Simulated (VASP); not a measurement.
An input for Ansatz (written as the equivalent of a VASP run, and not itself run):

Ansatz 0.2 input:
```yaml
crystal:
  lattice:
    - [3.5232788, 2.0341658, 2.9748739]
    - [-3.5232788, 2.0341658, 2.9748739]
    - [0.0000000, -4.0683316, 2.9748739]
  atoms:
    - { symbol: Ge, position: [0.7398804, 0.7398804, 0.7398804] }
    - { symbol: Ge, position: [0.2601196, 0.2601196, 0.2601196] }
    - { symbol: P, position: [0.2229675, 0.2229675, 0.7484373] }
    - { symbol: P, position: [0.7770325, 0.7770325, 0.2515627] }
    - { symbol: P, position: [0.7484373, 0.2229675, 0.2229675] }
    - { symbol: P, position: [0.2515627, 0.7770325, 0.7770325] }
    - { symbol: P, position: [0.2229675, 0.7484373, 0.2229675] }
    - { symbol: P, position: [0.7770325, 0.2515627, 0.7770325] }
kpoints:
  mp_grid: { grid: [6, 6, 6] }
hamiltonian:
  xc: lda
  pseudopotentials: { kind: paw }
scf:
  occupations: { method: methfessel_paxton, width: 0.1 }
  max_iter: 100
relax:
  max_steps: 60
  f_tol: 0.02
  cell: {}
output: { forces: true, stress: true, eigenvalues: true }
```

**Question.** Write the VASP files for the same calculation (LDA).

**Answer.** This is not unique; one that fits is 
### KPOINTS
```
Automatic mesh
0
Gamma
6 6 6
0 0 0
```

INCAR:
```
SYSTEM  =  GeP3
PREC  =  Accurate; ENCUT  =  400; LREAL  =  .False.
LASPH  =  .True.
EDIFF  =  1E-6; NELM  =  100; ALGO  =  Normal
LMAXMIX  =  4
ISMEAR  =  1; SIGMA  =  0.1
IBRION  =  2; NSW  =  60; ISIF  =  3
EDIFFG  =  -0.02
LWAVE  =  .False.; LCHARG  =  .False.
```

### POSCAR
```
GeP3
1
    3.5232788335     2.0341657793     2.9748738968
   -3.5232788335     2.0341657793     2.9748738968
    0.0000000000    -4.0683315586     2.9748738968
Ge P
2 6
Direct
  0.7398804438   0.7398804438   0.7398804438
  0.2601195562   0.2601195562   0.2601195562
  0.2229674665   0.2229674665   0.7484372545
  0.7770325335   0.7770325335   0.2515627455
  0.7484372545   0.2229674665   0.2229674665
  0.2515627455   0.7770325335   0.7770325335
  0.2229674665   0.7484372545   0.2229674665
  0.7770325335   0.2515627455   0.7770325335
```

POTCAR, in this order: Ge_d P (LDA.64 set). Program: vasp_std.

What does not carry over: each code has its own PAW files, so the cut-off isn't converted (ENCUT is set for VASP's; basis.ecutwfc is left out, and Ansatz then takes the one that its files recommend); Ansatz stops its SCF on the density residual and VASP on the energy change (EDIFF); Ansatz's lda is the Perdew-Wang form, while the LDA potentials of VASP carry Perdew-Zunger's.

The structure comes from a computed database's GeP3 entry (R-3m); how it stands against other phases isn't given here. This run relaxes it. Symmetry was kept, so distortions that lower it aren't found. The start is the result of an earlier pass.
